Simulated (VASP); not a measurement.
Given:

```yaml
crystal:
  lattice:
    - [1.54500, -2.67602, 0.00000]
    - [1.54500, 2.67602, 0.00000]
    - [0.00000, 0.00000, 3.52000]
  atoms:
    - { symbol: Mg, position: [0.00000, 0.00000, 0.00000] }
    - { symbol: B, position: [0.33333, 0.66667, 0.50000] }
    - { symbol: B, position: [0.66667, 0.33333, 0.50000] }
```

Calculation: PBE GGA, VASP's PBE PAW potentials (set 64) (plane waves; VASP). Numerical set-up: 400 eV cut-off, 12×12×9 Γ-centred mesh, Fermi-Dirac smearing of 0.050 eV, potentials Mg B.

At this cut-off the stress carries a Pulay error, which pulls relaxed volumes low.

Problem. Give the stress tensor in GPa (positive for a compressed cell).

Solution. 
```
-2.14   0.00   0.00
 0.00  -2.14   0.00
 0.00   0.00  -0.90
```
The pressure is its mean diagonal, -1.72 GPa.

The structure is a typed MgB2 crystal (P6/mmm). The cell was not relaxed at this level.
